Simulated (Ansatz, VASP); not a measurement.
# Ge (Germanium): VASP beside Ansatz, part 2 of 2

One calculation is typed for both programs; each brings its own data sets. How far apart do they land? Of the first pair: The cell is taken from a series of runs on this material, whose earlier steps may have relaxed, scaled, displaced or heated it; both programs get it as it stands.

VASP 6.6.1 and Ansatz 0.2.0.

So far: The structure; Ansatz: relaxation of cell and atoms, r2SCAN; VASP: relaxation of cell and atoms, r2SCAN; Differences.

**5. Ansatz: relaxation, r2SCAN**

Level of this step: Ansatz beside VASP: Kohn-Sham DFT, plane waves, r2SCAN (Ansatz).

The two programs are compared at the cell with which this relaxation starts, whose forces are those of its first step.

The structure compared here is the start of the Ansatz relaxation; VASP solves that cell, so the two are compared at the walk's first step.

File input.yaml:

```yaml
crystal:
  lattice:
    - [0.0957064225, 2.819150337, 2.819150337]
    - [2.819150337, 0.0957064225, 2.819150337]
    - [2.819150337, 2.819150337, 0.0957064225]
  atoms:
    - { symbol: Ge, position: [0.5017560747, 0.5017560747, 0.5017560747] }
    - { symbol: Ge, position: [0.7482439253, 0.7482439253, 0.7482439253] }
  conventional_axes: [[-1, 1, 0], [0, -1, 1], [1, 1, 1]]
kpoints:
  mp_grid: { grid: [12, 12, 12], shift: [0.5, 0.5, 0.5] }
hamiltonian:
  xc: r2scan
  pseudopotentials: { kind: paw, azcp: { folder: soft_1 } }
scf:
  occupations: { method: gaussian, width: 0.02 }
output:
  forces: true
  stress: true
  eigenvalues: true
relax:
  adjacent_minimum: "off"
  f_tol: 0.001
  max_steps: 60
  cell: { stress_tol: 0.01, fix: [a, b, angles] }
```

Launch:

```console
> ansatz run input.yaml --threads 4 --pin off --max-ram 10240MiB --backend cpu --events-out ev --progress --plain --runs-dir out
```

Numbers of over 12 decimals in the logs are rounded to 6 here.

What it wrote:

```text
[...]
Crystal: 2 atoms, lattice volume = 42.530 Å³
Basis set: ecut = 500 eV, 1051 PW (Γ), exchange–correlation on 120×120×120 points (64 copies of the dense FFT grid, shifted against one another)
Bands: 18, of which v1, the nominal top of the filled ones, is band 14 counted from 1 (13 counted from 0)
Symmetry: 12 space group operations
[...]
k-points: 182 of 1728
[...]
k-point 181: bands = [... 10 lower, -2.4675, 0.9519, 7.1098, 7.7741, 11.1969, 13.3585, 13.7664, 17.5825]
--- Relaxed structure (4 steps of the walk, 4 accepted, 1 SCFs on fresh bases) ---
[...]
cell:  # Å, volume = 42.6950 Å³
    - [0.103125, 2.826569, 2.826569]
    - [2.826569, 0.103125, 2.826569]
    - [2.826569, 2.826569, 0.103125]
  atoms:
    - { symbol: Ge, position: [0.502418, 0.502418, 0.502418] }
    - { symbol: Ge, position: [0.747582, 0.747582, 0.747582] }
[key lines of the parts left out:]
SCF converged after 5 iterations
Free energy (F): -8605.740918 eV
Fermi energy:    9.568058 eV
P = ⅓ Tr σ = 5.6931 GPa (56.931 kbar)
```

**6. VASP: single point, r2SCAN, start cell**

The same cell, functional, mesh and smearing now go to VASP, with its own data sets.

File INCAR:

```
SYSTEM = Ge
PREC = Accurate
ENCUT = 450
EDIFF = 1E-06
NELM = 120
ISMEAR = 0
SIGMA = 0.02
LREAL = .FALSE.
ALGO = Normal
METAGGA = R2SCAN
LASPH = .TRUE.
NBANDS = 20
LORBIT = 11
LWAVE = .FALSE.
LCHARG = .FALSE.
ISIF = 2
ISYM = 2
GGA_COMPAT = .FALSE.
EFERMI = MIDGAP
LMIXTAU = .TRUE.
KPAR = 2
```

File POSCAR:

```
Ge
1.0
    0.0957060000      2.8191500000      2.8191500000
    2.8191500000      0.0957060000      2.8191500000
    2.8191500000      2.8191500000      0.0957060000
Ge
2
Direct
    0.5017561893      0.5017561893      0.5017561893
    0.7482440723      0.7482440723      0.7482440723
```

File KPOINTS:

```
Points of the shifted mesh
1728
Reciprocal
 0.0416666667  0.0416666667  0.0416666667 1
 0.0416666667  0.0416666667  0.1250000000 1
 0.0416666667  0.0416666667  0.2083333333 1
 0.0416666667  0.0416666667  0.2916666667 1
 0.0416666667  0.0416666667  0.3750000000 1
 0.0416666667  0.0416666667  0.4583333333 1
 0.0416666667  0.0416666667  0.5416666667 1
 0.0416666667  0.0416666667  0.6250000000 1
 0.0416666667  0.0416666667  0.7083333333 1
 0.0416666667  0.0416666667  0.7916666667 1
 0.0416666667  0.0416666667  0.8750000000 1
 0.0416666667  0.0416666667  0.9583333333 1
 0.0416666667  0.1250000000  0.0416666667 1
 0.0416666667  0.1250000000  0.1250000000 1
 0.0416666667  0.1250000000  0.2083333333 1
 0.0416666667  0.1250000000  0.2916666667 1
 0.0416666667  0.1250000000  0.3750000000 1
 0.0416666667  0.1250000000  0.4583333333 1
 0.0416666667  0.1250000000  0.5416666667 1
 0.0416666667  0.1250000000  0.6250000000 1
 0.0416666667  0.1250000000  0.7083333333 1
 0.0416666667  0.1250000000  0.7916666667 1
 0.0416666667  0.1250000000  0.8750000000 1
 0.0416666667  0.1250000000  0.9583333333 1
 0.0416666667  0.2083333333  0.0416666667 1
 0.0416666667  0.2083333333  0.1250000000 1
 0.0416666667  0.2083333333  0.2083333333 1
 0.0416666667  0.2083333333  0.2916666667 1
 0.0416666667  0.2083333333  0.3750000000 1
 0.0416666667  0.2083333333  0.4583333333 1
 0.0416666667  0.2083333333  0.5416666667 1
 0.0416666667  0.2083333333  0.6250000000 1
 0.0416666667  0.2083333333  0.7083333333 1
 0.0416666667  0.2083333333  0.7916666667 1
 0.0416666667  0.2083333333  0.8750000000 1
 0.0416666667  0.2083333333  0.9583333333 1
 0.0416666667  0.2916666667  0.0416666667 1
 0.0416666667  0.2916666667  0.1250000000 1
 0.0416666667  0.2916666667  0.2083333333 1
 0.0416666667  0.2916666667  0.2916666667 1
 0.0416666667  0.2916666667  0.3750000000 1
 0.0416666667  0.2916666667  0.4583333333 1
 0.0416666667  0.2916666667  0.5416666667 1
 0.0416666667  0.2916666667  0.6250000000 1
 0.0416666667  0.2916666667  0.7083333333 1
 0.0416666667  0.2916666667  0.7916666667 1
 0.0416666667  0.2916666667  0.8750000000 1
 0.0416666667  0.2916666667  0.9583333333 1
 0.0416666667  0.3750000000  0.0416666667 1
 0.0416666667  0.3750000000  0.1250000000 1
 0.0416666667  0.3750000000  0.2083333333 1
 0.0416666667  0.3750000000  0.2916666667 1
 0.0416666667  0.3750000000  0.3750000000 1
 0.0416666667  0.3750000000  0.4583333333 1
 0.0416666667  0.3750000000  0.5416666667 1
 0.0416666667  0.3750000000  0.6250000000 1
 0.0416666667  0.3750000000  0.7083333333 1
 0.0416666667  0.3750000000  0.7916666667 1
 0.0416666667  0.3750000000  0.8750000000 1
 0.0416666667  0.3750000000  0.9583333333 1
 0.0416666667  0.4583333333  0.0416666667 1
 0.0416666667  0.4583333333  0.1250000000 1
 0.0416666667  0.4583333333  0.2083333333 1
 0.0416666667  0.4583333333  0.2916666667 1
 0.0416666667  0.4583333333  0.3750000000 1
 0.0416666667  0.4583333333  0.4583333333 1
 0.0416666667  0.4583333333  0.5416666667 1
 0.0416666667  0.4583333333  0.6250000000 1
 0.0416666667  0.4583333333  0.7083333333 1
 0.0416666667  0.4583333333  0.7916666667 1
 0.0416666667  0.4583333333  0.8750000000 1
 0.0416666667  0.4583333333  0.9583333333 1
 0.0416666667  0.5416666667  0.0416666667 1
 0.0416666667  0.5416666667  0.1250000000 1
 0.0416666667  0.5416666667  0.2083333333 1
 0.0416666667  0.5416666667  0.2916666667 1
 0.0416666667  0.5416666667  0.3750000000 1
 0.0416666667  0.5416666667  0.4583333333 1
 0.0416666667  0.5416666667  0.5416666667 1
 0.0416666667  0.5416666667  0.6250000000 1
 0.0416666667  0.5416666667  0.7083333333 1
 0.0416666667  0.5416666667  0.7916666667 1
 0.0416666667  0.5416666667  0.8750000000 1
 0.0416666667  0.5416666667  0.9583333333 1
 0.0416666667  0.6250000000  0.0416666667 1
 0.0416666667  0.6250000000  0.1250000000 1
 0.0416666667  0.6250000000  0.2083333333 1
 0.0416666667  0.6250000000  0.2916666667 1
 0.0416666667  0.6250000000  0.3750000000 1
 0.0416666667  0.6250000000  0.4583333333 1
 0.0416666667  0.6250000000  0.5416666667 1
 0.0416666667  0.6250000000  0.6250000000 1
 0.0416666667  0.6250000000  0.7083333333 1
 0.0416666667  0.6250000000  0.7916666667 1
 0.0416666667  0.6250000000  0.8750000000 1
 0.0416666667  0.6250000000  0.9583333333 1
 0.0416666667  0.7083333333  0.0416666667 1
 0.0416666667  0.7083333333  0.1250000000 1
 0.0416666667  0.7083333333  0.2083333333 1
 0.0416666667  0.7083333333  0.2916666667 1
 0.0416666667  0.7083333333  0.3750000000 1
 0.0416666667  0.7083333333  0.4583333333 1
 0.0416666667  0.7083333333  0.5416666667 1
 0.0416666667  0.7083333333  0.6250000000 1
 0.0416666667  0.7083333333  0.7083333333 1
 0.0416666667  0.7083333333  0.7916666667 1
 0.0416666667  0.7083333333  0.8750000000 1
 0.0416666667  0.7083333333  0.9583333333 1
 0.0416666667  0.7916666667  0.0416666667 1
 0.0416666667  0.7916666667  0.1250000000 1
 0.0416666667  0.7916666667  0.2083333333 1
 0.0416666667  0.7916666667  0.2916666667 1
[... 1390 lines left out ...]
 0.8750000000  0.4583333333  0.1250000000 1
 0.8750000000  0.4583333333  0.2083333333 1
 0.8750000000  0.4583333333  0.2916666667 1
 0.8750000000  0.4583333333  0.3750000000 1
 0.8750000000  0.4583333333  0.4583333333 1
 0.8750000000  0.4583333333  0.5416666667 1
 0.8750000000  0.4583333333  0.6250000000 1
 0.8750000000  0.4583333333  0.7083333333 1
 0.8750000000  0.4583333333  0.7916666667 1
 0.8750000000  0.4583333333  0.8750000000 1
 0.8750000000  0.4583333333  0.9583333333 1
 0.8750000000  0.5416666667  0.0416666667 1
 0.8750000000  0.5416666667  0.1250000000 1
 0.8750000000  0.5416666667  0.2083333333 1
 0.8750000000  0.5416666667  0.2916666667 1
 0.8750000000  0.5416666667  0.3750000000 1
 0.8750000000  0.5416666667  0.4583333333 1
 0.8750000000  0.5416666667  0.5416666667 1
 0.8750000000  0.5416666667  0.6250000000 1
 0.8750000000  0.5416666667  0.7083333333 1
 0.8750000000  0.5416666667  0.7916666667 1
 0.8750000000  0.5416666667  0.8750000000 1
 0.8750000000  0.5416666667  0.9583333333 1
 0.8750000000  0.6250000000  0.0416666667 1
 0.8750000000  0.6250000000  0.1250000000 1
 0.8750000000  0.6250000000  0.2083333333 1
 0.8750000000  0.6250000000  0.2916666667 1
 0.8750000000  0.6250000000  0.3750000000 1
 0.8750000000  0.6250000000  0.4583333333 1
 0.8750000000  0.6250000000  0.5416666667 1
 0.8750000000  0.6250000000  0.6250000000 1
 0.8750000000  0.6250000000  0.7083333333 1
 0.8750000000  0.6250000000  0.7916666667 1
 0.8750000000  0.6250000000  0.8750000000 1
 0.8750000000  0.6250000000  0.9583333333 1
 0.8750000000  0.7083333333  0.0416666667 1
 0.8750000000  0.7083333333  0.1250000000 1
 0.8750000000  0.7083333333  0.2083333333 1
 0.8750000000  0.7083333333  0.2916666667 1
 0.8750000000  0.7083333333  0.3750000000 1
 0.8750000000  0.7083333333  0.4583333333 1
 0.8750000000  0.7083333333  0.5416666667 1
 0.8750000000  0.7083333333  0.6250000000 1
 0.8750000000  0.7083333333  0.7083333333 1
 0.8750000000  0.7083333333  0.7916666667 1
 0.8750000000  0.7083333333  0.8750000000 1
 0.8750000000  0.7083333333  0.9583333333 1
 0.8750000000  0.7916666667  0.0416666667 1
 0.8750000000  0.7916666667  0.1250000000 1
 0.8750000000  0.7916666667  0.2083333333 1
 0.8750000000  0.7916666667  0.2916666667 1
 0.8750000000  0.7916666667  0.3750000000 1
 0.8750000000  0.7916666667  0.4583333333 1
 0.8750000000  0.7916666667  0.5416666667 1
 0.8750000000  0.7916666667  0.6250000000 1
 0.8750000000  0.7916666667  0.7083333333 1
 0.8750000000  0.7916666667  0.7916666667 1
 0.8750000000  0.7916666667  0.8750000000 1
 0.8750000000  0.7916666667  0.9583333333 1
 0.8750000000  0.8750000000  0.0416666667 1
 0.8750000000  0.8750000000  0.1250000000 1
 0.8750000000  0.8750000000  0.2083333333 1
 0.8750000000  0.8750000000  0.2916666667 1
 0.8750000000  0.8750000000  0.3750000000 1
 0.8750000000  0.8750000000  0.4583333333 1
 0.8750000000  0.8750000000  0.5416666667 1
 0.8750000000  0.8750000000  0.6250000000 1
 0.8750000000  0.8750000000  0.7083333333 1
 0.8750000000  0.8750000000  0.7916666667 1
 0.8750000000  0.8750000000  0.8750000000 1
 0.8750000000  0.8750000000  0.9583333333 1
 0.8750000000  0.9583333333  0.0416666667 1
 0.8750000000  0.9583333333  0.1250000000 1
 0.8750000000  0.9583333333  0.2083333333 1
 0.8750000000  0.9583333333  0.2916666667 1
 0.8750000000  0.9583333333  0.3750000000 1
 0.8750000000  0.9583333333  0.4583333333 1
 0.8750000000  0.9583333333  0.5416666667 1
 0.8750000000  0.9583333333  0.6250000000 1
 0.8750000000  0.9583333333  0.7083333333 1
 0.8750000000  0.9583333333  0.7916666667 1
 0.8750000000  0.9583333333  0.8750000000 1
 0.8750000000  0.9583333333  0.9583333333 1
 0.9583333333  0.0416666667  0.0416666667 1
 0.9583333333  0.0416666667  0.1250000000 1
 0.9583333333  0.0416666667  0.2083333333 1
 0.9583333333  0.0416666667  0.2916666667 1
 0.9583333333  0.0416666667  0.3750000000 1
 0.9583333333  0.0416666667  0.4583333333 1
 0.9583333333  0.0416666667  0.5416666667 1
 0.9583333333  0.0416666667  0.6250000000 1
 0.9583333333  0.0416666667  0.7083333333 1
 0.9583333333  0.0416666667  0.7916666667 1
 0.9583333333  0.0416666667  0.8750000000 1
 0.9583333333  0.0416666667  0.9583333333 1
 0.9583333333  0.1250000000  0.0416666667 1
 0.9583333333  0.1250000000  0.1250000000 1
 0.9583333333  0.1250000000  0.2083333333 1
 0.9583333333  0.1250000000  0.2916666667 1
 0.9583333333  0.1250000000  0.3750000000 1
 0.9583333333  0.1250000000  0.4583333333 1
 0.9583333333  0.1250000000  0.5416666667 1
 0.9583333333  0.1250000000  0.6250000000 1
 0.9583333333  0.1250000000  0.7083333333 1
 0.9583333333  0.1250000000  0.7916666667 1
 0.9583333333  0.1250000000  0.8750000000 1
 0.9583333333  0.1250000000  0.9583333333 1
 0.9583333333  0.2083333333  0.0416666667 1
 0.9583333333  0.2083333333  0.1250000000 1
 0.9583333333  0.2083333333  0.2083333333 1
 0.9583333333  0.2083333333  0.2916666667 1
 0.9583333333  0.2083333333  0.3750000000 1
 0.9583333333  0.2083333333  0.4583333333 1
 0.9583333333  0.2083333333  0.5416666667 1
 0.9583333333  0.2083333333  0.6250000000 1
 0.9583333333  0.2083333333  0.7083333333 1
 0.9583333333  0.2083333333  0.7916666667 1
 0.9583333333  0.2083333333  0.8750000000 1
 0.9583333333  0.2083333333  0.9583333333 1
 0.9583333333  0.2916666667  0.0416666667 1
 0.9583333333  0.2916666667  0.1250000000 1
 0.9583333333  0.2916666667  0.2083333333 1
 0.9583333333  0.2916666667  0.2916666667 1
 0.9583333333  0.2916666667  0.3750000000 1
 0.9583333333  0.2916666667  0.4583333333 1
 0.9583333333  0.2916666667  0.5416666667 1
 0.9583333333  0.2916666667  0.6250000000 1
 0.9583333333  0.2916666667  0.7083333333 1
 0.9583333333  0.2916666667  0.7916666667 1
 0.9583333333  0.2916666667  0.8750000000 1
 0.9583333333  0.2916666667  0.9583333333 1
 0.9583333333  0.3750000000  0.0416666667 1
 0.9583333333  0.3750000000  0.1250000000 1
 0.9583333333  0.3750000000  0.2083333333 1
 0.9583333333  0.3750000000  0.2916666667 1
 0.9583333333  0.3750000000  0.3750000000 1
 0.9583333333  0.3750000000  0.4583333333 1
 0.9583333333  0.3750000000  0.5416666667 1
 0.9583333333  0.3750000000  0.6250000000 1
 0.9583333333  0.3750000000  0.7083333333 1
 0.9583333333  0.3750000000  0.7916666667 1
 0.9583333333  0.3750000000  0.8750000000 1
 0.9583333333  0.3750000000  0.9583333333 1
 0.9583333333  0.4583333333  0.0416666667 1
 0.9583333333  0.4583333333  0.1250000000 1
 0.9583333333  0.4583333333  0.2083333333 1
 0.9583333333  0.4583333333  0.2916666667 1
 0.9583333333  0.4583333333  0.3750000000 1
 0.9583333333  0.4583333333  0.4583333333 1
 0.9583333333  0.4583333333  0.5416666667 1
 0.9583333333  0.4583333333  0.6250000000 1
 0.9583333333  0.4583333333  0.7083333333 1
 0.9583333333  0.4583333333  0.7916666667 1
 0.9583333333  0.4583333333  0.8750000000 1
 0.9583333333  0.4583333333  0.9583333333 1
 0.9583333333  0.5416666667  0.0416666667 1
 0.9583333333  0.5416666667  0.1250000000 1
 0.9583333333  0.5416666667  0.2083333333 1
 0.9583333333  0.5416666667  0.2916666667 1
 0.9583333333  0.5416666667  0.3750000000 1
 0.9583333333  0.5416666667  0.4583333333 1
 0.9583333333  0.5416666667  0.5416666667 1
 0.9583333333  0.5416666667  0.6250000000 1
 0.9583333333  0.5416666667  0.7083333333 1
 0.9583333333  0.5416666667  0.7916666667 1
 0.9583333333  0.5416666667  0.8750000000 1
 0.9583333333  0.5416666667  0.9583333333 1
 0.9583333333  0.6250000000  0.0416666667 1
 0.9583333333  0.6250000000  0.1250000000 1
 0.9583333333  0.6250000000  0.2083333333 1
 0.9583333333  0.6250000000  0.2916666667 1
 0.9583333333  0.6250000000  0.3750000000 1
 0.9583333333  0.6250000000  0.4583333333 1
 0.9583333333  0.6250000000  0.5416666667 1
 0.9583333333  0.6250000000  0.6250000000 1
 0.9583333333  0.6250000000  0.7083333333 1
 0.9583333333  0.6250000000  0.7916666667 1
 0.9583333333  0.6250000000  0.8750000000 1
 0.9583333333  0.6250000000  0.9583333333 1
 0.9583333333  0.7083333333  0.0416666667 1
 0.9583333333  0.7083333333  0.1250000000 1
 0.9583333333  0.7083333333  0.2083333333 1
 0.9583333333  0.7083333333  0.2916666667 1
 0.9583333333  0.7083333333  0.3750000000 1
 0.9583333333  0.7083333333  0.4583333333 1
 0.9583333333  0.7083333333  0.5416666667 1
 0.9583333333  0.7083333333  0.6250000000 1
 0.9583333333  0.7083333333  0.7083333333 1
 0.9583333333  0.7083333333  0.7916666667 1
 0.9583333333  0.7083333333  0.8750000000 1
 0.9583333333  0.7083333333  0.9583333333 1
 0.9583333333  0.7916666667  0.0416666667 1
 0.9583333333  0.7916666667  0.1250000000 1
 0.9583333333  0.7916666667  0.2083333333 1
 0.9583333333  0.7916666667  0.2916666667 1
 0.9583333333  0.7916666667  0.3750000000 1
 0.9583333333  0.7916666667  0.4583333333 1
 0.9583333333  0.7916666667  0.5416666667 1
 0.9583333333  0.7916666667  0.6250000000 1
 0.9583333333  0.7916666667  0.7083333333 1
 0.9583333333  0.7916666667  0.7916666667 1
 0.9583333333  0.7916666667  0.8750000000 1
 0.9583333333  0.7916666667  0.9583333333 1
 0.9583333333  0.8750000000  0.0416666667 1
 0.9583333333  0.8750000000  0.1250000000 1
 0.9583333333  0.8750000000  0.2083333333 1
 0.9583333333  0.8750000000  0.2916666667 1
 0.9583333333  0.8750000000  0.3750000000 1
 0.9583333333  0.8750000000  0.4583333333 1
 0.9583333333  0.8750000000  0.5416666667 1
 0.9583333333  0.8750000000  0.6250000000 1
 0.9583333333  0.8750000000  0.7083333333 1
 0.9583333333  0.8750000000  0.7916666667 1
 0.9583333333  0.8750000000  0.8750000000 1
 0.9583333333  0.8750000000  0.9583333333 1
 0.9583333333  0.9583333333  0.0416666667 1
 0.9583333333  0.9583333333  0.1250000000 1
 0.9583333333  0.9583333333  0.2083333333 1
 0.9583333333  0.9583333333  0.2916666667 1
 0.9583333333  0.9583333333  0.3750000000 1
 0.9583333333  0.9583333333  0.4583333333 1
 0.9583333333  0.9583333333  0.5416666667 1
 0.9583333333  0.9583333333  0.6250000000 1
 0.9583333333  0.9583333333  0.7083333333 1
 0.9583333333  0.9583333333  0.7916666667 1
 0.9583333333  0.9583333333  0.8750000000 1
 0.9583333333  0.9583333333  0.9583333333 1
```

Potentials, in the order of the species: Ge_d (PBE family, release 64).

Launch:

```console
> mpirun -np 2 vasp_std
```

What it wrote:

```text
[banner, memory and clock lines left out]
running    2 mpi-ranks, on    1 nodes
[...]
[... a notice as in an earlier step ...]

 LDA part: xc-table for (None), standard interpolation
 POSCAR, INCAR and KPOINTS ok, starting setup
[...]
entering main loop
       N       E                     dE             d eps       ncg     rms          rms(c)
DAV:   1     0.158898530770E+03    0.15890E+03   -0.14222E+04 74832   0.372E+03
DAV:   2    -0.586730506878E+01   -0.16477E+03   -0.16025E+03 69300   0.573E+02
DAV:   3    -0.296010063118E+02   -0.23734E+02   -0.23581E+02 77560   0.142E+02
DAV:   4    -0.303222479732E+02   -0.72124E+00   -0.72081E+00 77868   0.294E+01
[...]
DAV:  15    -0.276461108208E+02    0.29325E-05   -0.41963E-06 63208   0.177E-02    0.139E-03
DAV:  16    -0.276461231558E+02   -0.12335E-04   -0.35263E-06 56260   0.234E-02    0.447E-04
DAV:  17    -0.276461233977E+02   -0.24183E-06   -0.31908E-07 44872   0.782E-03
   1 F= -.27646123E+02 E0= -.27646123E+02  d E =-.100284E-90
```

Parts of OUTCAR (step 6):

```text
  Total        1.5834570      1.5834570      1.5834570     -0.7610538     -0.7610538     -0.7610538
  in kB       59.6515620     59.6515620     59.6515620    -28.6702098    -28.6702098    -28.6702098
  external PRESSURE =      59.6515620 kB  Pullay stress =       0.0000000 kB

 POSITION                                       TOTAL-FORCE (eV/Angst)
 -----------------------------------------------------------------------------------
      2.87707      2.87707      2.87707         0.077538      0.077538      0.077538
      4.29044      4.29044      4.29044        -0.077538     -0.077538     -0.077538
 -----------------------------------------------------------------------------------
    total drift:                                0.000000      0.000000      0.000000

  FREE ENERGIE OF THE ION-ELECTRON SYSTEM (eV)
  ---------------------------------------------------
  free  energy   TOTEN  =       -27.6461233977 eV

  energy  without entropy=      -27.6461233977  energy(sigma->0) =      -27.64612340

[... 3 further parts left out ...]
[key lines of the parts left out:]
E-fermi :   5.8384
```

The run ends at a pressure of 5.97 GPa, with forces up to 0.13 eV/Å.

**7. Comparison**

What differs besides the data sets and the points named for the pairs above, as far as they apply: the cutoff is 500 eV in Ansatz and 450 eV in VASP. Total energies have different zeros and are not compared.

Forces (eV/Å; atoms numbered as in POSCAR):

| atom | Ansatz x, y, z | VASP x, y, z |
| --- | --- | --- |
| Ge1 | 0.077, 0.077, 0.077 | 0.078, 0.078, 0.078 |
| Ge2 | -0.077, -0.077, -0.077 | -0.078, -0.078, -0.078 |

The forces differ by 0.6 meV/Å r.m.s., which is 0.8 % of the r.m.s. force of 0.078 eV/Å (both taken over all components).

**8. Results**

```
difference in volume (relaxation of cell and atoms, r2SCAN) : -0.22 %
r.m.s. force difference (single point, r2SCAN, start cell)  : 0.64 meV/Å
```

What this shows: The difference in volume is -0.22 % (relaxation of cell and atoms, r2SCAN), within the 1.2 % picked in this series as the mark of a large difference, as far as the stopping tolerances let one tell. Such differences can come from data sets, numerical settings and the points named under the comparisons, not from the functional's error against experiment.

[Lines on the potential files, build, host, timing and source positions are cut from VASP's logs without a mark.]

[Logs are printed without paths, hosts, clocks, repeated set-up lines and the standing remarks that a program may print on its own settings, such as how far it seeks lower states.]

[Hosts, paths, dates, database ids (printed as entryN), source tags and the programs' standing remarks are cut or masked in the printed files.]
